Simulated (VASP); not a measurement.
Level of theory: LDA (Ceperley-Alder, Perdew-Zunger), VASP's LDA PAW potentials (set 64) (plane waves; VASP).

The input files of a VASP run:

### KPOINTS
```
Automatic mesh
0
gamma
  7 7 1
```

**POSCAR**
```
Nb
1
    3.3176300000     0.0000000000     0.0000000000
    0.0000000000     3.3176300000     0.0000000000
    0.0000000000     0.0000000000    16.9368390000
Nb
4
Direct
  0.9904320000   0.0136480000   0.4488340000
  0.4953810000   0.4834030000   0.3542570000
  0.0168550000   0.9875530000   0.6457430000
  0.4973310000   0.5153960000   0.5480460000
```

**INCAR**
```
SYSTEM = Nb
PREC = Accurate
ENCUT = 300
EDIFF = 1E-6
NELM = 100
ALGO = Normal
LREAL = .FALSE.
LASPH = .TRUE.
ISMEAR = 0
SIGMA = 0.272
LMAXMIX = 4
LWAVE = .FALSE.
LCHARG = .FALSE.
ISIF = 2
```

POTCAR, in this order: Nb_sv (LDA.64 set). Program: vasp_std.

Output

File OSZICAR:
```
       N       E                     dE             d eps       ncg     rms          rms(c)
DAV:   1     0.396640733975E+03    0.39664E+03   -0.24624E+04  2206   0.106E+03
DAV:   2    -0.224433094370E+01   -0.39889E+03   -0.39208E+03  2102   0.478E+02
DAV:   3    -0.418283164873E+02   -0.39584E+02   -0.39122E+02  2572   0.940E+01
DAV:   4    -0.457083288597E+02   -0.38800E+01   -0.38534E+01  2572   0.321E+01
DAV:   5    -0.461073235682E+02   -0.39899E+00   -0.39668E+00  2668   0.896E+00    0.147E+01
DAV:   6    -0.475139619258E+02   -0.14066E+01   -0.94931E+01  2428   0.440E+01    0.146E+01
DAV:   7    -0.421384850290E+02    0.53755E+01   -0.93894E+01  2300   0.315E+01    0.643E+00
DAV:   8    -0.427581454640E+02   -0.61966E+00   -0.27488E+01  2556   0.207E+01    0.655E+00
DAV:   9    -0.406771468988E+02    0.20810E+01   -0.91077E+00  2300   0.122E+01    0.233E+00
DAV:  10    -0.406502966565E+02    0.26850E-01   -0.87163E-01  2316   0.486E+00    0.144E+00
DAV:  11    -0.406499301658E+02    0.36649E-03   -0.15116E-01  2300   0.249E+00    0.773E-01
DAV:  12    -0.406465426548E+02    0.33875E-02   -0.11265E-01  2380   0.239E+00    0.358E-01
DAV:  13    -0.406430361505E+02    0.35065E-02   -0.31644E-02  2460   0.132E+00    0.140E-01
DAV:  14    -0.406430817159E+02   -0.45565E-04   -0.38930E-03  2724   0.379E-01    0.907E-02
DAV:  15    -0.406430900858E+02   -0.83699E-05   -0.28903E-03  2300   0.306E-01    0.702E-02
DAV:  16    -0.406430567323E+02    0.33353E-04   -0.11324E-03  2526   0.173E-01    0.252E-02
DAV:  17    -0.406432720676E+02   -0.21534E-03   -0.27765E-04  2172   0.772E-02    0.220E-02
DAV:  18    -0.406434829337E+02   -0.21087E-03   -0.13658E-04  2056   0.601E-02    0.103E-02
DAV:  19    -0.406436269092E+02   -0.14398E-03   -0.36852E-05  2036   0.288E-02    0.910E-03
DAV:  20    -0.406437507651E+02   -0.12386E-03   -0.28459E-05  1809   0.281E-02    0.435E-03
DAV:  21    -0.406437751661E+02   -0.24401E-04   -0.65526E-06  1549   0.109E-02    0.385E-03
DAV:  22    -0.406437890080E+02   -0.13842E-04   -0.31397E-06  1316   0.966E-03    0.181E-03
DAV:  23    -0.406437905480E+02   -0.15400E-05   -0.10516E-06  1372   0.492E-03    0.884E-04
DAV:  24    -0.406437909613E+02   -0.41330E-06   -0.20977E-07  1266   0.351E-03
   1 F= -.40643791E+02 E0= -.40507614E+02  d E =-.272353E+00
```

**OUTCAR**
```
------------------------ aborting loop because EDIFF is reached ----------------------------------------
  FORCE on cell =-STRESS in cart. coord.  units (eV):
  Direction    XX          YY          ZZ          XY          YZ          ZX
  --------------------------------------------------------------------------------------
  Total      -10.0715417    -10.0975403     -7.0471033      0.0322112     -0.0829138      0.0172800
  in kB      -86.5602059    -86.7836512    -60.5665675      0.2768401     -0.7126059      0.1485135
  external PRESSURE =     -77.9701415 kB  Pullay stress =       0.0000000 kB
  volume of cell :      186.42
      direct lattice vectors                 reciprocal lattice vectors
     3.317630000  0.000000000  0.000000000     0.301419990  0.000000000  0.000000000
     0.000000000  3.317630000  0.000000000     0.000000000  0.301419990  0.000000000
     0.000000000  0.000000000 16.936839000     0.000000000  0.000000000  0.059042895
 POSITION                                       TOTAL-FORCE (eV/Angst)
 -----------------------------------------------------------------------------------
      3.28589      0.04528      7.60183         0.096057     -0.078514     -0.021552
      1.64349      1.60375      5.99999        -0.052765      0.089072      1.220260
      0.05592      3.27634     10.93685         0.003520      0.047703     -1.404987
      1.64996      1.70989      9.28217        -0.046812     -0.058261      0.206279
 -----------------------------------------------------------------------------------
    total drift:                               -0.001516      0.000196     -0.000697
  FREE ENERGIE OF THE ION-ELECTRON SYSTEM (eV)
  ---------------------------------------------------
  free  energy   TOTEN  =       -40.6437909613 eV

  energy  without entropy=      -40.3714375593  energy(sigma->0) =      -40.50761426
```
(Selected blocks of OUTCAR.)

OUTCAR:
```
 val. band max:        2.1619210553   @ k =  -0.1429   0.4286   0.0000

 cond. band min:       2.1750789667   @ k =   0.0000   0.4286   0.0000


 Fermi energy:         2.1670952774

 k-point     1 :       0.0000    0.0000    0.0000
  band No.  band energies     occupation
      1     -52.5923      2.00000
      2     -52.5545      2.00000
      3     -52.0422      2.00000
      4     -51.8496      2.00000
      5     -28.9464      2.00000
      6     -28.9043      2.00000
      7     -28.7704      2.00000
      8     -28.7629      2.00000
      9     -28.7085      2.00000
     10     -28.7060      2.00000
     11     -28.4084      2.00000
     12     -28.2033      2.00000
     13     -28.1920      2.00000
     14     -27.9304      2.00000
     15     -27.8208      2.00000
     16     -27.8145      2.00000
     17      -3.1974      2.00000
     18      -1.6448      2.00000
     19      -1.3399      2.00000
     20      -1.1281      2.00000
     21      -0.4657      2.00000
     22      -0.1678      2.00000
     23       1.7686      1.96171
     24       2.0942      1.29521
     25       2.1803      0.94527
     26       2.2971      0.49898
     27       2.3550      0.32864
     28       2.4370      0.16045
     29       2.5142      0.07116
     30       2.7777      0.00150
     31       3.5788      0.00000

 k-point     2 :       0.1429    0.0000    0.0000
  band No.  band energies     occupation
      1     -52.5854      2.00000
      2     -52.5472      2.00000
      3     -52.0341      2.00000
      4     -51.8580      2.00000
      5     -28.9786      2.00000
      6     -28.9013      2.00000
      7     -28.8206      2.00000
      8     -28.7955      2.00000
      9     -28.7386      2.00000
     10     -28.6891      2.00000
     11     -28.3545      2.00000
     12     -28.2622      2.00000
     13     -28.1890      2.00000
     14     -27.8931      2.00000
     15     -27.8551      2.00000
     16     -27.8336      2.00000
     17      -2.8244      2.00000
...
```

At this cut-off the stress carries a Pulay error, which pulls relaxed volumes low. The cell holds a wide vacuum, so values per volume refer to the whole cell.

The cell is a sheet with vacuum, built from a database entry that may be metastable or hypothetical.
